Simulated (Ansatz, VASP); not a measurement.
**IrC: VASP beside Ansatz**

File INCAR:

```
PREC = Accurate ; ENCUT = 520
EDIFF = 1E-6 ; ISMEAR = -1
SIGMA = 0.05 ; LREAL = F
LASPH = T ; NELM = 100
ALGO = Normal ; ISIF = 2
LWAVE = F ; LCHARG = T
GGA = PE ; LELF = T
LVHAR = T ; NBANDS = 21
```

File KPOINTS:

```
regular mesh
0
Gamma
  12 12 6
```

The input POSCAR:

```
IrC
1.0
    3.2340207501      0.0000000000      0.0000000000
   -1.6170103750      2.8007441259      0.0000000000
    0.0000000000      0.0000000000      5.4849048930
Ir C
2 2
Direct
    0.3333333333      0.6666666667      0.0038095988
    0.6666666667      0.3333333333      0.5038095988
    0.3333333333      0.6666666667      0.3721904012
    0.6666666667      0.3333333333      0.8721904012
```

Input for Ansatz:

```yaml
crystal:
  lattice:
    - [3.2340207501, 0.0, 0.0]
    - [-1.617010375, 2.8007441259, 0.0]
    - [0.0, 0.0, 5.484904893]
  atoms:
    - { symbol: Ir, position: [0.3333333333, 0.6666666667, 0.0038095988] }
    - { symbol: Ir, position: [0.6666666667, 0.3333333333, 0.5038095988] }
    - { symbol: C, position: [0.3333333333, 0.6666666667, 0.3721904012] }
    - { symbol: C, position: [0.6666666667, 0.3333333333, 0.8721904012] }
kpoints:
  mp_grid: { grid: [12, 12, 6] }
  band_path:
    path:
      - [0.0, 0.0, 0.0]
      - [0.5, 0.0, 0.0]
      - [0.3333333333, 0.3333333333, 0.0]
      - [0.0, 0.0, 0.0]
      - [0.0, 0.0, 0.5]
      - [0.5, 0.0, 0.5]
      - [0.3333333333, 0.3333333333, 0.5]
      - [0.0, 0.0, 0.5]
      - [0.5, 0.0, 0.5]
    npoints: 8
scf:
  occupations: { method: fermi_dirac, width: 0.05 }
hamiltonian:
  xc: pbe
  pseudopotentials: { kind: all_electron, lapw: { basis_error: 0.001 } }
output:
  forces: true
  stress: true
  eigenvalues: true
  populations: true
  dos: { projected: true, de: 0.2, e_range: [-14, 8] }
```

The cell comes from a database or a generator and needn't be the stable form of this composition.

Alike in both runs: task single point; functional PBE; k mesh 12 × 12 × 6; occupations fermi-dirac, width 0.05 eV; no spin polarisation.

```csv
,VASP,Ansatz
version,VASP 6.6.1,Ansatz 0.2.0
potentials or method,"VASP PAW PBE potentials, release 64 (Ir, C)","all-electron LAPW, scalar-relativistic"
plane-wave cutoff (eV),520,see its input
```

|  | VASP | Ansatz | Ansatz less VASP |
| --- | --- | --- | --- |
| pressure (GPa) | 1.9 | 0.0 | -1.89 |
| rms of the force components (eV/Å) | 0.006 | 0.001 | -0.0042 |

Atom by atom the forces differ by 0.004 eV/Å (rms over components). Ansatz ran all-electron here, so the differences hold the error of VASP's frozen core and of both bases.

The runs have no spin-orbit coupling, so splittings on Ir are missing.
